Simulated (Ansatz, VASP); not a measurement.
# As (arsenene, 4 layers) in two plane-wave programs, part 2 of 2

Wanted: the spread between two codes on one cell, functional and k mesh. The cell is taken from a series of runs on this material, whose earlier steps may have relaxed, scaled, displaced or heated it; both programs get it as it stands.

VASP 6.6.1 and Ansatz 0.2.0.

So far: Set-up; VASP: single point, PBE, spin-orbit coupling.

## Step 3: Ansatz: single point, PBE, spin-orbit coupling

Level of this step: Ansatz beside VASP: Kohn-Sham DFT, plane waves, PBE, spin-orbit coupling (Ansatz).

Ansatz runs on its fully relativistic PAW (standard-fr) files.

The same cell, functional, mesh and smearing now go to Ansatz, which takes its cutoff from its data sets.

The input, input.yaml:

```yaml
crystal:
  lattice:
    - [3.61, 0.0, 0.0]
    - [-1.805, 3.1263517077, 0.0]
    - [0.0, 0.0, 32.6]
  atoms:
    - { symbol: As, position: [0.6666666667, 0.3333333333, 0.308455181] }
    - { symbol: As, position: [0.3333333333, 0.6666666667, 0.3504337953] }
    - { symbol: As, position: [0.0, 0.0, 0.4224589564] }
    - { symbol: As, position: [0.6666666667, 0.3333333333, 0.4640029238] }
    - { symbol: As, position: [0.3333333333, 0.6666666667, 0.5359970958] }
    - { symbol: As, position: [0.0, 0.0, 0.577541063] }
    - { symbol: As, position: [0.6666666667, 0.3333333333, 0.6495661842] }
    - { symbol: As, position: [0.3333333333, 0.6666666667, 0.6915448004] }
hamiltonian:
  xc: pbe
  pseudopotentials: { kind: paw_fr }
magnetization:
  noncollinear: true
  spin_orbit: true
scf:
  occupations: { method: fermi_dirac, width: 0.05 }
  convergence: { dr2_threshold: 1.0e-08 }
efield:
  axis: 3
  dipole_correction: true
  ramp_position: 0.97
  ramp_width: 0.06
output:
  fatbands: true
  write_potential: true
  write_density: true
  volumetric_format: npy
kpoints:
  mp_grid: { grid: [12, 12, 1] }
  band_path: { path: [[0, 0, 0], [0.1493, 0, 0]], npoints: 30 }
```

The run is started by

```console
> ansatz run input.yaml --threads 4 --pin off --max-ram 6144MiB --backend cpu --events-out ev --progress --plain --runs-dir out
```

Numbers of over 12 decimals in the logs are rounded to 6 here.

The program printed:

```text
Engine: ansatz 0.2.0, x86_64-unknown-linux-gnu
Pseudopotentials: kind: paw_fr
Pseudopotential: As, paw_fr, valence charge 15, recommended cutoff 420 eV (normal), As.paw.azcp#standard-fr
Functional definition: PBE
  parameter kappa = 0.804
  parameter beta = 0.066725
  exchange = pbe_x(kappa = kappa, mu = beta*pi^2/3)
  correlation = pbe_c(beta = beta)
non-collinear run that drives no moment, with spin-orbit: no starting moment large enough to seed its density (crystal.atoms[].spin), no starting occupations that ask for one, no magnetisation constraint and no magnetic field, so the semilocal B_xc is pinned to zero
Crystal: 8 atoms, lattice volume = 367.928 Å³
Basis set: ecut = 420 eV, 7105 PW (Γ)
Bands: 144, of which v1, the nominal top of the filled ones, is band 120 counted from 1 (119 counted from 0)
Symmetry: 6 space group operations + 6 with time reversal
k-points: 19 of 144 (time reversal used)
Projection manifold: j_resolved (fully-relativistic pseudo-atomic orbitals)
Non-local potential: As, projectors of the file, l = 0: 2, l = 1: 4, l = 2: 6, l = 3: 2
PAW form: soft (Blöchl's): semilocal exchange-correlation on the pseudo side does not see the compensation charge
PAW one-centre angular grid: As, 590 points (default); XC on 64 Gauss nodes
Initial density: superposition of atomic densities (neutral atoms: chi_scale 0, normalization atom)
Initial wavefunctions: pseudopotential atomic-orbital guess
Functional: x = pbe(κ = 0.804, μ = 0.219515), c = pbe(β = 0.066725)
iter 1 solved again at ethr=6.86e-4 eV; its pass at ethr=3.10e-3 eV (dr2=8.23e-1 eV) is discarded
SCF iter   1: F=—  HF=-38849.825201 eV  |F-HF|=—  |Δ(HF+E_count)|=         —  Δρ=1.75e-2  dr2=8.26e-1  dr2_m=0.00e0 (ungated)  ethr=6.86e-4  |M|=0.00e0 ∫|m|=0.00e0 μB  |m|>n=0.0e0 m-floor=0.0e0 τ_xc=0.0e0  β_m=1.00  p=-0.000 e·Å  D=-2.44e-13 V/Å  ΔV_dip=0.00 eV  dr2_dipole=3.84e-10  V_vac-E_F(+/−)=4.82/4.82 eV  ⟨swp⟩=2.8  Hψ=15325  notcnv=0
efield: sawtooth ramp at fractional position 0.9700 (set: `efield.ramp_position`, or a place that a band, a saddle search or an elastic batch's reference lends), width 0.0600; the density the first Hamiltonian is built on has a dipole p = -0.000 e·Å; the dipole correction subtracts the counter field D = -2.44e-13 V/Å, which shifts the + side's vacuum level by +0.00 eV against the − side's; the planar-averaged density in the ramp window peaks in size at 1.0e-7 e/Å³
preconditioner: auto → LDOS  [metal: Δε(μ)=0.205 eV  Ē_g=9.302 eV  σ=0.050 eV  W_gap=0.50  n_scr=88 (ndim 8)  ℏωp=12.2 eV  f_vac=0.517  D(μ)=1.24/eV (n_scr^D=8)  β→1.0]
spin=Noncollinear: LDOS preconditioning applied to the charge; magnetization (m_x, m_y, m_z) channels mix plain (no charge-response kernel on spin).
SCF iter   2: F=—  HF=-38849.773559 eV  |F-HF|=—  |Δ(HF+E_count)|=   5.16e-2  Δρ=2.08e-3  dr2=6.39e-2  dr2_m=0.00e0 (ungated)  ethr=6.86e-4  |M|=0.00e0 ∫|m|=0.00e0 μB  |m|>n=0.0e0 m-floor=0.0e0 τ_xc=0.0e0  β_m=0.97  p=0.000 e·Å  D=5.33e-6 V/Å  ΔV_dip=-0.00 eV  dr2_dipole=2.83e-8  V_vac-E_F(+/−)=3.88/3.88 eV  ⟨swp⟩=3.8  Hψ=4850  notcnv=0  defer=56
SCF iter   3: F=—  HF=-38849.783651 eV  |F-HF|=—  |Δ(HF+E_count)|=   1.01e-2  Δρ=2.06e-3  dr2=1.36e-1  dr2_m=0.00e0 (ungated)  ethr=5.33e-5  |M|=0.00e0 ∫|m|=0.00e0 μB  |m|>n=0.0e0 m-floor=0.0e0 τ_xc=0.0e0  β_m=0.97  p=-0.000 e·Å  D=-7.86e-6 V/Å  ΔV_dip=0.00 eV  dr2_dipole=6.19e-9  V_vac-E_F(+/−)=4.32/4.32 eV  ⟨swp⟩=3.3  Hψ=5238  notcnv=0  defer=88
SCF iter   4: F=—  HF=-38849.765165 eV  |F-HF|=—  |Δ(HF+E_count)|=   1.85e-2  Δρ=4.28e-4  dr2=3.57e-3  dr2_m=0.00e0 (ungated)  ethr=5.33e-5  |M|=0.00e0 ∫|m|=0.00e0 μB  |m|>n=0.0e0 m-floor=0.0e0 τ_xc=0.0e0  β_m=0.84  p=-0.000 e·Å  D=-4.97e-6 V/Å  ΔV_dip=0.00 eV  dr2_dipole=5.04e-10  V_vac-E_F(+/−)=4.12/4.12 eV  ⟨swp⟩=2.5  Hψ=3542  notcnv=0  defer=108
SCF iter   5: F=—  HF=-38849.764631 eV  |F-HF|=—  |Δ(HF+E_count)|=   5.34e-4  Δρ=1.15e-4  dr2=8.36e-5  dr2_m=0.00e0 (ungated)  ethr=2.97e-6  |M|=0.00e0 ∫|m|=0.00e0 μB  |m|>n=0.0e0 m-floor=0.0e0 τ_xc=0.0e0  β_m=0.75  p=-0.000 e·Å  D=-1.17e-6 V/Å  ΔV_dip=0.00 eV  dr2_dipole=1.60e-11  V_vac-E_F(+/−)=4.12/4.12 eV  ⟨swp⟩=2.2  Hψ=4470  notcnv=0  defer=108
SCF iter   6: F=—  HF=-38849.764603 eV  |F-HF|=—  |Δ(HF+E_count)|=   2.80e-5  Δρ=2.36e-5  dr2=2.68e-6  dr2_m=0.00e0 (ungated)  ethr=6.96e-8  |M|=0.00e0 ∫|m|=0.00e0 μB  |m|>n=0.0e0 m-floor=0.0e0 τ_xc=0.0e0  β_m=0.80  p=0.000 e·Å  D=4.52e-7 V/Å  ΔV_dip=-0.00 eV  dr2_dipole=6.90e-11  V_vac-E_F(+/−)=4.12/4.12 eV  ⟨swp⟩=2.5  Hψ=5054  notcnv=0  defer=108
SCF iter   7: F=—  HF=-38849.764589 eV  |F-HF|=—  |Δ(HF+E_count)|=   1.48e-5  Δρ=8.12e-6  dr2=1.27e-6  dr2_m=0.00e0 (ungated)  ethr=2.24e-9  |M|=0.00e0 ∫|m|=0.00e0 μB  |m|>n=0.0e0 m-floor=0.0e0 τ_xc=0.0e0  β_m=0.70  p=-0.000 e·Å  D=-8.25e-7 V/Å  ΔV_dip=0.00 eV  dr2_dipole=1.10e-10  V_vac-E_F(+/−)=4.13/4.13 eV  ⟨swp⟩=2.6  Hψ=4725  notcnv=0  defer=120
[...]
SCF converged after 9 iterations
Magnetization: |M| = 0.0000 μB,  M = (+0.0000, +0.0000, +0.0000) μB
Absolute magnetization: 0.0000 μB (∫|m|)
  site 0: m = (+0.0000, +0.0000, +0.0000) μB, |m| = 0.0000 μB  (R = 1.03 Å)
  site 1: m = (+0.0000, +0.0000, +0.0000) μB, |m| = 0.0000 μB  (R = 1.03 Å)
  site 2: m = (+0.0000, +0.0000, +0.0000) μB, |m| = 0.0000 μB  (R = 1.03 Å)
  site 3: m = (+0.0000, +0.0000, +0.0000) μB, |m| = 0.0000 μB  (R = 1.03 Å)
  site 4: m = (+0.0000, +0.0000, +0.0000) μB, |m| = 0.0000 μB  (R = 1.03 Å)
  site 5: m = (+0.0000, +0.0000, +0.0000) μB, |m| = 0.0000 μB  (R = 1.03 Å)
  site 6: m = (+0.0000, +0.0000, +0.0000) μB, |m| = 0.0000 μB  (R = 1.03 Å)
  site 7: m = (+0.0000, +0.0000, +0.0000) μB, |m| = 0.0000 μB  (R = 1.03 Å)
Free energy (F): -38849.764589 eV
Harris-Foulkes:  -38849.764589 eV  (|F-HF|=2.91e-10)
Internal energy: -38849.753747 eV  (E = F + TS)
E sigma→0 (E₀):  -38849.759168 eV
Entropy (-TS):   -0.010842 eV (-1.355 meV/atom)
Fermi energy:    2.938471 eV
Dipole field:    D = 0.000005 V/Å  (p = 0.000010 e·Å, saw-weighted, corrected)
Work function:   Φ+ = 4.1250 eV   Φ− = 4.1252 eV
Levels:          The Fermi level and band energies are counted from a zero that moves with the ramp; work functions are not
--- Per-component energies (eV) ---
  E_band       = -2824.203307
  E_kinetic    = 824.164225
  E_local      = -204492.189188  (includes V_loc(G=0)·N_el)
  E_nonlocal   = -5363.225377
  E_hartree    = 102490.245326
  E_xc         = -635.534966
  E_vxc        = -635.761564  (∫ρ·V_xc dr)
  E_paw        = -14679.633675  (= ΣΔE_a)
  E_vpaw       = 1862.320562  (= ΣTr[D̂ρ^β])
  E_aug_tail   = 0.000049  (compensation charges beyond the density's cutoff)
  E_efield     = 0.000000  (sawtooth field / dipole correction)
  E_vefield    = 0.000000  (∫n·V_field dr)
  E_ewald      = 83006.419859
  E_smearing   = -0.010842  (= −TS)
  E_closure    = 0.000000  (closes the sum)
  Σ components = -38849.764589   (vs F -38849.764589, Δ=0.00e0)
--- Band table (eV; the first three rows and the last of 19) ---
  k-point 0: bands = [... 116 lower, 2.2644, 2.2644, 3.1323, 3.1323, 3.3098, 3.3098, 4.1366, 4.1366, ... 20 higher]
  k-point 1: bands = [... 116 lower, 2.6916, 2.6916, 3.2584, 3.2584, 3.7926, 3.7926, 4.3712, 4.3712, ... 20 higher]
  k-point 2: bands = [... 116 lower, 1.9972, 1.9972, 2.6851, 2.6851, 3.7296, 3.7296, 4.2918, 4.2918, ... 20 higher]
  k-point 18: bands = [... 116 lower, 0.1416, 0.1416, 0.1537, 0.1537, 3.4574, 3.4574, 3.9080, 3.9080, ... 20 higher]
```

## Step 4: Side by side

Known differences besides the potentials themselves: spin-orbit coupling enters by fully relativistic files in Ansatz and inside the spheres in VASP; the data sets hold 120 valence electrons in Ansatz (on its fully relativistic PAW (standard-fr) files) and 40 in VASP; the cutoff is 420 eV in Ansatz and 400 eV in VASP. Total energies have different zeros and are not compared.

Both answers:

```tsv
quantity	Ansatz	VASP	difference
work function, lower of the two faces (eV)	4.13	4.14	-0.01
work function, higher of the two faces (eV)	4.13	4.14	-0.01
```

With vacuum in the cell, a pressure given here is an average over mostly empty space and none of the material.

## Step 5: Summary of results

| Quantity | Value |
| --- | --- |
| difference in work function, lower of the two faces (single point, PBE, spin-orbit coupling) | -0.010 eV |

In words: The difference in work function, lower of the two faces is -0.010 eV (single point, PBE, spin-orbit coupling). The data sets hold unlike numbers of valence electrons (120 in Ansatz and 40 in VASP), so part of the differences comes from the potentials. Such differences can come from data sets, numerical settings and the points named under the comparisons, not from the functional's error against experiment.

[Lines on the potential files, build, host, timing and source positions are cut from VASP's logs without a mark.]

[Logs are printed without paths, hosts, clocks, repeated set-up lines and the standing remarks that a program may print on its own settings, such as how far it seeks lower states.]

[Hosts, paths, dates, database ids (printed as entryN), source tags and the programs' standing remarks are cut or masked in the printed files.]
